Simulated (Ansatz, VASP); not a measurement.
# GaGe3 in VASP and in Ansatz

The input INCAR:

```
ALGO = Normal
EDIFF = 1E-7
ENCUT = 550
GGA = PS
ISIF = 2
ISMEAR = 0
LASPH = True
LCHARG = True
LELF = True
LREAL = False
LVHAR = True
LWAVE = False
NBANDS = 65
NELM = 100
PREC = Accurate
SIGMA = 0.1
```

Contents of KPOINTS:

```
k-points
0
Gamma
  5 5 5
```

Contents of POSCAR:

```
GaGe3
5.985
    1.000005999231      0.000000000000      0.000000000000
   -0.500002999616      0.866030599265      0.000000000000
    0.000000000000      0.000000000000      0.841261821220
Ge Ga
6 2
Direct
    0.1635615050      0.3271230100      0.2500000000
    0.1635615050      0.8364384950      0.2500000000
    0.6728769900      0.8364384950      0.2500000000
    0.8364384950      0.6728769900      0.7500000000
    0.8364384950      0.1635615050      0.7500000000
    0.3271230100      0.1635615050      0.7500000000
    0.3333333333      0.6666666667      0.7500000000
    0.6666666667      0.3333333333      0.2500000000
```

The input input.yaml:

```yaml
crystal:
  lattice:
    - [5.9850359054, 0.0, 0.0]
    - [-2.9925179527, 5.1831931366, 0.0]
    - [0.0, 0.0, 5.034952]
  atoms:
    - { symbol: Ge, position: [0.163561505, 0.32712301, 0.25] }
    - { symbol: Ge, position: [0.163561505, 0.836438495, 0.25] }
    - { symbol: Ge, position: [0.67287699, 0.836438495, 0.25] }
    - { symbol: Ge, position: [0.836438495, 0.67287699, 0.75] }
    - { symbol: Ge, position: [0.836438495, 0.163561505, 0.75] }
    - { symbol: Ge, position: [0.32712301, 0.163561505, 0.75] }
    - { symbol: Ga, position: [0.3333333333, 0.6666666667, 0.75] }
    - { symbol: Ga, position: [0.6666666667, 0.3333333333, 0.25] }
hamiltonian:
  xc: pbesol
  pseudopotentials: { kind: paw }
kpoints:
  mp_grid: { grid: [5, 5, 5] }
scf:
  occupations: { method: gaussian, width: 0.1 }
output:
  forces: true
  stress: true
  eigenvalues: true
```

The cell comes from a database or a generator and needn't be the stable form of this composition.

Alike in both runs: task single point; functional PBEsol; k mesh 5 × 5 × 5; occupations gaussian, width 0.1 eV; no spin polarisation.

|  | VASP | Ansatz |
| --- | --- | --- |
| version | VASP 6.6.1 | Ansatz 0.2.0 |
| potentials or method | VASP PAW PBE potentials, release 64 (Ge_d_GW, Ga_d_GW) | Ansatz PAW |
| plane-wave cutoff (eV) | 550 | 420 |
| valence electrons in the cell | 110 | 110 |

```tsv
	VASP	Ansatz	Ansatz less VASP
gap on the k mesh at the Fermi level (eV)	none	none	-
pressure (GPa)	-4.9	-4.2	+0.67
largest component of the traceless stress (GPa)	0.16	0.16	0.000
rms of the force components (eV/Å)	0.085	0.084	-0.0011
```

Atom by atom the forces differ by 0.001 eV/Å (rms over components). A gap of «none» marks a metal or a gap that the smearing closes. With one functional, cell and mesh, what is left measures potentials, basis and numerics.

Caveats: the PAW data sets were made with another functional, which shifts forces and pressure a little (VASP); the PAW data sets come from PBE, with cores solved anew for the run's functional, which leaves a small shift of forces and pressure (Ansatz).
